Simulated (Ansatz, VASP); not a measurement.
# H60C119 (C(110) slab, H on both faces): VASP beside Ansatz

One calculation is typed for both programs; each brings its own data sets. How far apart do they land? The cell is taken from a series of runs on this material, whose earlier steps may have relaxed, scaled, displaced or heated it; both programs get it as it stands.

Calculated with Ansatz 0.2.0; plane waves, with VASP 6.6.1 beside it; single point at LDA.

## (1) The starting structure

The cell holds 179 atoms: 119 C and 60 H. Its edges and angles: a = 12.611 Å, b = 10.701 Å, c = 15.563 Å, α = 90.0°, β = 90.0°, γ = 90.0°. It derives from C (diamond-structure). As first built, before any earlier steps moved the atoms (in the runner's words): diamond-structure C (a = 3.567 A), (110) slab of 4 atomic planes, 5 x 3 surface cells, H on the broken bonds of both faces; displaced by a Gaussian of 0.02 A. Vacuum lies along c.

## (2) VASP: single point, LDA

With cell and atoms fixed, the geometry can't cause a difference; cores, projectors, grids and the points listed under the comparison can.

Lines of VASP's logs that name or quote its potential files are left out, and so is its time.

Input file INCAR:

```
SYSTEM = H60C119
PREC = Accurate
ENCUT = 520
EDIFF = 1E-06
NELM = 120
ISMEAR = 0
SIGMA = 0.025
LREAL = Auto
ALGO = Normal
GGA = CA
NBANDS = 393
LORBIT = 11
LWAVE = .FALSE.
LCHARG = .FALSE.
ISIF = 2
LASPH = .TRUE.
GGA_COMPAT = .FALSE.
```

Input file POSCAR:

```
H60C119
1.0
   12.6112490000      0.0000000000      0.0000000000
    0.0000000000     10.7010000000      0.0000000000
    0.0000000000      0.0000000000     15.5633370000
C H
119 60
Direct
    0.8999300000      0.1653850000      0.3816250000
    0.9999100000      0.0861030000      0.3816110000
    0.9998700000      0.0003420000      0.4597370000
    0.8998610000      0.2510220000      0.4597970000
    0.8998850000      0.1670360000      0.5402950000
    0.9998870000      0.0842790000      0.5402870000
    0.9998430000      0.9985860000      0.6184380000
    0.8998630000      0.2527260000      0.6184790000
    0.0999190000      0.1653100000      0.3816100000
    0.1999040000      0.0860610000      0.3816530000
    0.1998650000      0.0003240000      0.4597660000
    0.0998750000      0.2509960000      0.4597630000
    0.0998730000      0.1670300000      0.5402680000
    0.1999120000      0.0842960000      0.5402630000
    0.1998760000      0.9986510000      0.6184560000
    0.0999080000      0.2527030000      0.6184270000
    0.8999170000      0.4987750000      0.3816470000
    0.9998520000      0.4194430000      0.3816480000
    0.9998500000      0.3337170000      0.4597870000
    0.8998990000      0.5843720000      0.4598160000
    0.8998410000      0.5003910000      0.5403320000
    0.9998710000      0.4176300000      0.5403270000
    0.9998790000      0.3319040000      0.6184920000
    0.8998480000      0.5860700000      0.6184710000
    0.2998630000      0.1652860000      0.3815570000
    0.3998360000      0.0860580000      0.3814840000
    0.3998480000      0.0003830000      0.4596470000
    0.2998840000      0.2510010000      0.4597210000
    0.2999150000      0.1670770000      0.5402270000
    0.3999170000      0.0843510000      0.5401890000
[... 143 atom lines left out ...]
    0.5996590000      0.7218500000      0.6779420000
    0.4997430000      0.8630070000      0.6777870000
    0.6998190000      0.8885140000      0.3221220000
    0.7998550000      0.6961680000      0.3221810000
    0.8000180000      0.7218960000      0.6778660000
    0.6996710000      0.8628620000      0.6776370000
```

Input file KPOINTS:

```
Automatic mesh
0
Gamma
1 1 1
0 0 0
```

PAW data sets: C and H (LDA family, release 64).

The run is started by

```console
export OMP_NUM_THREADS=3
mpirun -np 1 vasp_gam
```

The log of the run:

```text
[banner, memory and clock lines left out]
running    1 mpi-ranks, on    1 nodes
[...]
Offloading initialized ...    1 GPUs detected
[...]
LDA part: xc-table for (Slater(with rela. corr.)+CA(PZ))
 , standard interpolation
 POSCAR, INCAR and KPOINTS ok, starting setup
[...]
entering main loop
       N       E                     dE             d eps       ncg     rms          rms(c)
DAV:   1     0.485458924662E+04    0.48546E+04   -0.27573E+05   802   0.127E+03
DAV:   2    -0.864545275534E+03   -0.57191E+04   -0.54002E+04  1100   0.314E+02
DAV:   3    -0.148566877293E+04   -0.62112E+03   -0.61497E+03  1012   0.107E+02
DAV:   4    -0.150670105880E+04   -0.21032E+02   -0.20959E+02  1068   0.221E+01
[...]
DAV:  39    -0.141326797323E+04   -0.34688E-05   -0.86074E-07   620   0.601E-04    0.590E-03
DAV:  40    -0.141326797425E+04   -0.10206E-05   -0.50054E-07   660   0.431E-04    0.619E-03
DAV:  41    -0.141326797462E+04   -0.37390E-06   -0.95491E-08   652   0.312E-04
   1 F= -.14132680E+04 E0= -.14132506E+04  d E =-.348319E-01
```

OUTCAR, selected parts (step 2):

```text
  FREE ENERGIE OF THE ION-ELECTRON SYSTEM (eV)
  ---------------------------------------------------
  free  energy   TOTEN  =     -1413.2679746250 eV

  energy  without entropy=    -1413.2331427225  energy(sigma->0) =    -1413.25055867
```

## (3) Ansatz: single point, LDA

Ansatz runs on its default PAW (the set named soft_2) files.

The same cell, functional (in two slightly different forms), mesh and smearing now go to Ansatz, which takes its cutoff from its data sets.

Input file input.yaml:

```yaml
crystal:
  lattice:
    - [12.611249442462075, 0.0, 0.0]
    - [0.0, 10.701000000000002, 0.0]
    - [0.0, 0.0, 15.563337379161068]
  atoms:
    - { symbol: C, position: [0.8999300629517231, 0.16538528446315698, 0.3816245386378967] }
    - { symbol: C, position: [-9.021088412515028e-05, 0.08610254566966409, 0.38161133436272016] }
    - { symbol: C, position: [0.9998704698802902, 1.0003416636143938, 0.45973690353127633] }
    - { symbol: C, position: [0.8998609623191829, 0.2510217567730934, 0.459797261352834] }
    - { symbol: C, position: [0.8998847904433839, 0.16703629601764589, 0.5402945880588608] }
    - { symbol: C, position: [0.9998873522522685, 0.08427898892716564, 0.5402871601788422] }
    - { symbol: C, position: [0.9998428848915017, -0.0014137809699432146, 0.6184378328781154] }
    - { symbol: C, position: [0.8998625333560376, 0.2527260572415762, 0.6184787590082472] }
    - { symbol: C, position: [0.09991901638282256, 0.16531009152375767, 0.3816097899169007] }
    - { symbol: C, position: [0.19990350183900904, 0.08606118928860217, 0.38165290718484834] }
    - { symbol: C, position: [0.1998648439612163, 1.0003239834570932, 0.4597659501508171] }
    - { symbol: C, position: [0.09987503461190665, 0.25099629950786606, 0.45976260380306744] }
    - { symbol: C, position: [0.09987276244518568, 0.16703008939521313, 0.5402683340501231] }
    - { symbol: C, position: [0.1999122427985637, 0.08429624735971686, 0.5402630311497025] }
    - { symbol: C, position: [0.19987601719154438, -0.0013485601586152565, 0.6184561424302294] }
    - { symbol: C, position: [0.0999076449930023, 0.25270262988252773, 0.618427205764988] }
    - { symbol: C, position: [0.8999170982745699, 0.4987748597433414, 0.3816467271250599] }
    - { symbol: C, position: [-0.00014756052644822817, 0.4194425434902433, 0.3816479898521491] }
    - { symbol: C, position: [0.9998497083436827, 0.3337173572961742, 0.4597869740591901] }
    - { symbol: C, position: [0.8998992072840093, 0.584372196300781, 0.45981562440993107] }
    - { symbol: C, position: [0.8998405293459284, 0.5003914299691818, 0.5403324330692671] }
    - { symbol: C, position: [-0.00012852030369490516, 0.41762990722012167, 0.5403266547669275] }
    - { symbol: C, position: [0.9998791450953773, 0.3319037716278529, 0.6184923813909717] }
    - { symbol: C, position: [0.8998481868571099, 0.5860702813531342, 0.6184711205469721] }
    - { symbol: C, position: [0.2998625483383442, 0.16528563114728864, 0.381557065974551] }
    - { symbol: C, position: [0.3998362059555902, 0.08605777079366118, 0.38148419570741215] }
    - { symbol: C, position: [0.39984802139160525, 0.0003828480074605026, 0.45964735839499243] }
    - { symbol: C, position: [0.29988416019208797, 0.25100132294816474, 0.45972137960751597] }
    - { symbol: C, position: [0.29991452108455685, 0.1670772325929661, 0.5402271263817936] }
    - { symbol: C, position: [0.3999166111564119, 0.08435067961587811, 0.5401888989597821] }
    - { symbol: C, position: [0.3999034914365733, 0.9987103758383243, 0.6183071838996937] }
    - { symbol: C, position: [0.2999076822006175, 0.2527176940279844, 0.6184146914999649] }
    - { symbol: C, position: [0.09985318994709423, 0.4986366202475917, 0.3817051904980784] }
    - { symbol: C, position: [0.19987396036449043, 0.3336999845760091, 0.45977881841299745] }
    - { symbol: C, position: [0.09981600658896568, 0.584316172778419, 0.4598429430423754] }
    - { symbol: C, position: [0.09982813095064236, 0.5003680827011561, 0.5403520252040452] }
    - { symbol: C, position: [0.19988852126828982, 0.4176693067162691, 0.5403160679216055] }
    - { symbol: C, position: [0.19989868361634108, 0.3319651946261782, 0.61845678019866] }
    - { symbol: C, position: [0.09981101133208199, 0.5860344162914267, 0.6184977185033964] }
    - { symbol: C, position: [0.8998582548680961, 0.8319353218713509, 0.3816115944707027] }
    - { symbol: C, position: [0.9998806672667745, 0.7527461218179132, 0.3816616984413258] }
    - { symbol: C, position: [-0.00014303925610344384, 0.6670586108940173, 0.45981087016503597] }
    - { symbol: C, position: [0.8998401532620738, 0.9176716220590097, 0.45975526881684237] }
    - { symbol: C, position: [0.8998760067277382, 0.8337185806632398, 0.5402815781666469] }
    - { symbol: C, position: [0.9998567080362394, 0.7509973291242369, 0.5403213778229212] }
    - { symbol: C, position: [0.9998238106301341, 0.6653072494283848, 0.6184927516107284] }
    - { symbol: C, position: [0.899813834080646, 0.9193909496351658, 0.6184279638302397] }
    - { symbol: C, position: [0.49986615326850214, 0.1653422199156821, 0.38151201555137837] }
    - { symbol: C, position: [0.5998920922010835, 0.08621313721181853, 0.38155762825413936] }
    - { symbol: C, position: [0.5998596636915812, 1.0004543203279963, 0.4596880837429817] }
    - { symbol: C, position: [0.4998609193719723, 0.25108588632672113, 0.4596849829816913] }
    - { symbol: C, position: [0.4998873648019291, 0.16712941658481317, 0.5402149244948515] }
[... 22 lines left out ...]
    - { symbol: C, position: [0.7998794267873969, 1.0004507160596998, 0.4597104157286565] }
    - { symbol: C, position: [0.6998734136869224, 0.2511325227108006, 0.45977493132197617] }
    - { symbol: C, position: [0.6998906254192384, 0.16710982106260727, 0.5402822388442137] }
    - { symbol: C, position: [0.7998824601705598, 0.08434328464398844, 0.540264320348332] }
    - { symbol: C, position: [0.7998676907975415, -0.0013423687366946801, 0.618375696294329] }
    - { symbol: C, position: [0.699871727861514, 0.2527767852623267, 0.6184261007006623] }
    - { symbol: C, position: [0.49985170455466243, 0.49872111473157765, 0.38168122354317446] }
    - { symbol: C, position: [0.5998724022058247, 0.4195295052484149, 0.3815992442769469] }
    - { symbol: C, position: [0.5998928105046242, 0.3338268720534854, 0.4597431787663722] }
    - { symbol: C, position: [0.4998577563112164, 0.5843656944524956, 0.4598209420369587] }
    - { symbol: C, position: [0.49984750423214763, 0.500413794972003, 0.540316035973326] }
    - { symbol: C, position: [0.5998401249704289, 0.41774750315456244, 0.5402743058480132] }
    - { symbol: C, position: [0.5998690356519655, 0.3320087254462832, 0.6184008334691662] }
    - { symbol: C, position: [0.4998565854009725, 0.586106877801841, 0.6184673792364956] }
    - { symbol: C, position: [0.2998349753368123, 0.831803263639389, 0.3816276748333726] }
    - { symbol: C, position: [0.3998653708528156, 0.7526401204633728, 0.38161183810689636] }
    - { symbol: C, position: [0.3998597103624858, 0.6670943333401583, 0.4597923897759133] }
    - { symbol: C, position: [0.29987566440983593, 0.9175728128578226, 0.4597597163247082] }
    - { symbol: C, position: [0.29984099958986393, 0.8336732670378884, 0.5403430609851761] }
    - { symbol: C, position: [0.3998589700291557, 0.7510326303084507, 0.5403191275145065] }
    - { symbol: C, position: [0.3998550312198109, 0.665332309889266, 0.6184440935334463] }
    - { symbol: C, position: [0.2999018440516014, 0.9194503024217966, 0.6184595874835142] }
    - { symbol: C, position: [0.6998482649075862, 0.4988010571965511, 0.3816333974102379] }
    - { symbol: C, position: [0.7999107589520517, 0.41961355127206046, 0.38166494960964076] }
    - { symbol: C, position: [0.799878893626208, 0.3338364168008883, 0.45977911610143163] }
    - { symbol: C, position: [0.6998699482276286, 0.5843766902651507, 0.4598024001169204] }
    - { symbol: C, position: [0.6998259581935238, 0.5004471001591351, 0.540345551836099] }
    - { symbol: C, position: [0.7998500032201198, 0.417703574915458, 0.5403519698130519] }
    - { symbol: C, position: [0.7998818493220256, 0.33196948879834093, 0.6184685171275739] }
    - { symbol: C, position: [0.699803819127602, 0.5861681678682379, 0.6184752025506357] }
    - { symbol: C, position: [0.4998644247634465, 0.8319135703943696, 0.38154175295983095] }
    - { symbol: C, position: [0.5998553765104149, 0.7527286597851738, 0.38162496938785995] }
    - { symbol: C, position: [0.5998625646200655, 0.6671286509199252, 0.45982636622015177] }
    - { symbol: C, position: [0.4998519805684801, 0.9176939425657008, 0.4596727774571993] }
    - { symbol: C, position: [0.49981443278009025, 0.833841636004091, 0.5402295036548759] }
    - { symbol: C, position: [0.5998239909364461, 0.7510895557287218, 0.5402725832440229] }
    - { symbol: C, position: [0.5998040075362502, 0.6654292866575025, 0.618457774013155] }
    - { symbol: C, position: [0.49989269485994087, 0.9195314988677878, 0.6183665449968574] }
    - { symbol: C, position: [0.6998725396220635, 0.8319896633580757, 0.38155224864117726] }
    - { symbol: C, position: [0.7998819576653711, 0.752710943733413, 0.38159760704819773] }
    - { symbol: C, position: [0.7998760862676266, 0.6670457528138708, 0.4597674761503311] }
    - { symbol: C, position: [0.6998826001701051, 0.9177289422822877, 0.4596337974801931] }
    - { symbol: C, position: [0.6998522715463776, 0.8337981139342976, 0.5401775069545715] }
    - { symbol: C, position: [0.7998543473904005, 0.7510085244067078, 0.54027583742675] }
    - { symbol: C, position: [0.7998382193224445, 0.6653466905104697, 0.6184678038347498] }
    - { symbol: C, position: [0.6998656904420755, 0.9194641988244332, 0.6182834184346526] }
    - { symbol: H, position: [0.8999821596387824, 0.2219802609189489, 0.32222855318265986] }
    - { symbol: H, position: [-0.00013190460890913946, 0.029691693295636135, 0.32214002110350487] }
    - { symbol: H, position: [0.99976668150611, 0.0551280768839478, 0.6778605192284015] }
    - { symbol: H, position: [0.8999193226105856, 0.196294678562665, 0.6779702988242187] }
    - { symbol: H, position: [0.09989106327673862, 0.22183970527293131, 0.32218849660433685] }
    - { symbol: H, position: [0.19999041565920603, 0.02955785456231804, 0.3222189147144454] }
    - { symbol: H, position: [0.19970996638005603, 0.055095209884874416, 0.6779143326180159] }
    - { symbol: H, position: [0.0999706209581404, 0.1961036423833298, 0.6778224979121177] }
    - { symbol: H, position: [0.8999553965009036, 0.5553119801401614, 0.3222265402951641] }
    - { symbol: H, position: [0.9998760110152599, 0.3629895439000016, 0.3222104783779631] }
    - { symbol: H, position: [0.9999194901597407, 0.38841351613777503, 0.6779167114590231] }
    - { symbol: H, position: [0.8998022555828044, 0.5295123987097746, 0.6778826279252061] }
    - { symbol: H, position: [0.2996824517482311, 0.22178794179749073, 0.3220996218157358] }
    - { symbol: H, position: [0.39991600279126327, 0.029457263269457145, 0.32207547408175086] }
    - { symbol: H, position: [0.39988329108430276, 0.055185924916960456, 0.6777446498037948] }
    - { symbol: H, position: [0.2998299859262563, 0.1961078484118141, 0.6778073209120167] }
    - { symbol: H, position: [0.09982429595609928, 0.5552173359465191, 0.32229996007465395] }
    - { symbol: H, position: [0.1996968765722401, 0.36306132124614404, 0.3221405256105648] }
    - { symbol: H, position: [0.1999139844168054, 0.3884609212263473, 0.6778989255231145] }
    - { symbol: H, position: [0.09980368267359527, 0.5296181513431304, 0.6779681521294165] }
    - { symbol: H, position: [0.8998208024014474, 0.8883056203509156, 0.3221092668741396] }
    - { symbol: H, position: [0.9999491463119664, 0.6962841250454818, 0.32220549503027185] }
    - { symbol: H, position: [0.999815151215267, 0.7219695130735798, 0.6778750680368275] }
    - { symbol: H, position: [0.899608682914044, 0.8630023133210151, 0.6779306573848688] }
    - { symbol: H, position: [0.4997524710070367, 0.22176483564186264, 0.3220237152929973] }
    - { symbol: H, position: [0.6000803465329178, 0.029770630821203743, 0.32206351138172046] }
    - { symbol: H, position: [0.600087741593396, 0.05519517280367119, 0.6777977967920795] }
    - { symbol: H, position: [0.49983049034057464, 0.19618301442766312, 0.6777591627690003] }
    - { symbol: H, position: [0.2997175496540291, 0.5551630648131279, 0.32219677881399467] }
    - { symbol: H, position: [0.3999789060758179, 0.3628545006419464, 0.3222881844579675] }
    - { symbol: H, position: [0.39994780083461623, 0.3884463999923586, 0.6779292401750152] }
    - { symbol: H, position: [0.2999798934044733, 0.5296199719844692, 0.6778641932513104] }
    - { symbol: H, position: [0.09972595242508796, 0.8884204910434119, 0.32220183190815604] }
    - { symbol: H, position: [0.19980344859950797, 0.6960653680342092, 0.3221693348543667] }
    - { symbol: H, position: [0.1997005144832661, 0.721870334337871, 0.677897178346678] }
    - { symbol: H, position: [0.10007909414101732, 0.8628831215660412, 0.6779196228721546] }
    - { symbol: H, position: [0.6999313688143908, 0.22197214136368973, 0.3222139158783639] }
    - { symbol: H, position: [0.7998116385214169, 0.029828005809497047, 0.3221085945163551] }
    - { symbol: H, position: [0.7998885710525646, 0.055158057130636325, 0.6778155089306569] }
    - { symbol: H, position: [0.6998087854005626, 0.19627252969061806, 0.6778424078534665] }
    - { symbol: H, position: [0.4997737226254878, 0.5551859589272936, 0.3222357673462103] }
    - { symbol: H, position: [0.5998047988732025, 0.3629570948075924, 0.3221952938504204] }
    - { symbol: H, position: [0.5999188868689975, 0.3886010483541053, 0.6778010431695897] }
    - { symbol: H, position: [0.500067401263989, 0.5296758288623078, 0.6779372044776079] }
    - { symbol: H, position: [0.299765865066484, 0.8880943262970838, 0.3221005781521392] }
    - { symbol: H, position: [0.3997181863561529, 0.6959649281907949, 0.3222603358709383] }
    - { symbol: H, position: [0.39977181079494534, 0.7218981700170839, 0.6778480768296815] }
    - { symbol: H, position: [0.3001725456529569, 0.8629334644767025, 0.677919658145674] }
    - { symbol: H, position: [0.6999273418808417, 0.5554803239433639, 0.32227034743527155] }
    - { symbol: H, position: [0.7999862403617056, 0.36326751534870894, 0.3221669403110039] }
    - { symbol: H, position: [0.7998921484747507, 0.38847084199548043, 0.6779181473923801] }
    - { symbol: H, position: [0.6997704902522902, 0.5295348136959068, 0.6778399751174617] }
    - { symbol: H, position: [0.49987597784061943, 0.888377626237597, 0.322071347361407] }
    - { symbol: H, position: [0.5999193051504375, 0.6961283501099439, 0.3222392194472524] }
    - { symbol: H, position: [0.5996592981001599, 0.7218499425319947, 0.6779423095359378] }
    - { symbol: H, position: [0.49974268289727997, 0.8630068609802408, 0.6777870674906525] }
    - { symbol: H, position: [0.6998191510061337, 0.8885138675390215, 0.3221219901675643] }
    - { symbol: H, position: [0.7998551314772543, 0.6961683272351309, 0.3221807292473054] }
    - { symbol: H, position: [0.8000182247407219, 0.7218963960957963, 0.6778662997639656] }
    - { symbol: H, position: [0.6996707550857626, 0.8628622117938883, 0.677636589087941] }
kpoints:
  mp_grid:
    grid: [1, 1, 1]
hamiltonian:
  xc: lda
scf:
  occupations:
    method: gaussian
    width: 0.025
output:
  forces: true
  eigenvalues: true
```

The run is started by

```console
python scan.py
```

## (4) Side by side

Known differences besides the potentials themselves: the two LDA forms differ slightly; VASP's log shows a relativistic correction to its local exchange, Ansatz's none; Ansatz takes its cutoff from its data sets, VASP runs at 520 eV. Total energies have different zeros and are not compared.

Forces on 7 of the 179 atoms, those with the largest forces and the largest differences (eV/Å; atoms numbered as in POSCAR):

```
atom          Ansatz x, y, z            VASP x, y, z
 C12    0.276, 0.901, -1.154    0.272, 0.911, -1.154
 C28   -0.288, 0.902, -1.134   -0.290, 0.916, -1.134
 C33    -1.840, 1.392, 0.659    -1.803, 1.357, 0.647
 C34    0.043, -1.660, 1.856    0.046, -1.614, 1.827
 C37   -0.008, 0.740, -1.471   -0.005, 0.746, -1.473
 C56     1.844, 1.391, 0.775     1.806, 1.354, 0.763
 C57  -1.260, -0.609, -0.001  -1.264, -0.611, -0.016
```

The forces differ by 18 meV/Å r.m.s., which is 6.8 % of the r.m.s. force of 0.259 eV/Å (both taken over all components). With vacuum in the cell, a pressure given here is an average over mostly empty space and none of the material.

## (5) Outcome

```yaml
r_m_s_force_difference_single_point_lda: 6.8 % of the r.m.s. force
```

The r.m.s. force difference is 6.8 % of the r.m.s. force (single point, LDA), beyond the 3 % picked in this series as the mark of a large difference. What causes the difference of the single point, LDA pair stays open here. Such differences can come from data sets, numerical settings and the points named under the comparisons, not from the functional's error against experiment.

[Lines on the potential files, build, host, timing and source positions are cut from VASP's logs without a mark.]

[Logs are printed without paths, hosts, clocks, repeated set-up lines and the standing remarks that a program may print on its own settings, such as how far it seeks lower states.]

[Hosts, paths, dates, database ids (printed as entryN), source tags and the programs' standing remarks are cut or masked in the printed files.]
